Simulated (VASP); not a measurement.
The input files of a VASP run:

**POSCAR**
```
Sb
1
    3.9573420000    -2.1550000000     0.0000000000
    3.9573420000     2.1550000000     0.0000000000
    2.7838200000     0.0000000000     3.5432930000
Sb
2
Direct
  0.2335000000   0.2335000000   0.2335000000
  0.7665000000   0.7665000000   0.7665000000
```

### KPOINTS
```
Automatic mesh
0
Gamma
9 9 9
0 0 0
```

### INCAR
```
# general
SYSTEM  = Sb
PREC    = Accurate
ENCUT   = 400
LREAL   = .FALSE.
LASPH   = .TRUE.

# electronic loop
EDIFF   = 1E-6
NELM    = 100
ALGO    = VeryFast
LMAXMIX = 4   # l cut-off of mixed one-centre charges

# smearing
ISMEAR  = 1
SIGMA   = 0.1

# functional
GGA     = PE

# ions
ISIF    = 2   # forces and stress, cell fixed

# output
LWAVE   = .FALSE.
LCHARG  = .FALSE.
```

POTCAR, in this order: Sb (PBE.64 set). Program: vasp_std.

Problem. Translate this PBE calculation to Quantum ESPRESSO's pw.x.

Solution. One equivalent input (not run):
```
&CONTROL
  calculation = 'scf'
  pseudo_dir = './pseudo'
  outdir = './out'
  tprnfor = .true.
  tstress = .true.
/
&SYSTEM
  ibrav = 0
  nat = 2
  ntyp = 1
  ecutwfc = 80
  occupations = 'smearing'
  smearing = 'methfessel-paxton'
  degauss = 0.00735
  input_dft = 'pbe'
/
&ELECTRONS
  conv_thr = 7.3e-08
  electron_maxstep = 100
/
ATOMIC_SPECIES
  Sb 121.760 Sb.upf
CELL_PARAMETERS angstrom
     3.9573420   -2.1550000    0.0000000
     3.9573420    2.1550000    0.0000000
     2.7838200    0.0000000    3.5432930
ATOMIC_POSITIONS crystal
  Sb   0.2335000  0.2335000  0.2335000
  Sb   0.7665000  0.7665000  0.7665000
K_POINTS automatic
  9 9 9 0 0 0
```
What does not carry over: the potentials are each code's own (VASP's PAW set, PseudoDojo norm-conserving files in pw.x), so ENCUT and ecutwfc are chosen apart and not converted; conv_thr bounds pw.x's estimated SCF error, while EDIFF bounds the energy change between steps.

The compound is Sb in the a7 structure. The cell was not relaxed at this level. The run is one of a series of settings (ALGO = VeryFast against the base run), some of them coarse on purpose.
